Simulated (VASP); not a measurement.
VASP, PAW. Cohesive energy of BAs (zinc blende) (static; atoms at Hund's-rule spin).

| level | cohesive energy (eV/atom) |
|---|---|
| PBE | 4.62 |

Estimate the cohesive energy from PBEsol, r2SCAN, PBE-D3(BJ).

```
Property          Result
----------  ------------
PBEsol      5.07 eV/atom
r2SCAN      4.63 eV/atom
PBE-D3(BJ)  4.95 eV/atom
```

Only levels that ran to the end are used. Left out are those held back, those with too coarse a band path, GW runs whose mesh misses a band edge, hybrids' fits of cells that aren't cubic and levels without matching references; a question may draw on a part of the rest.
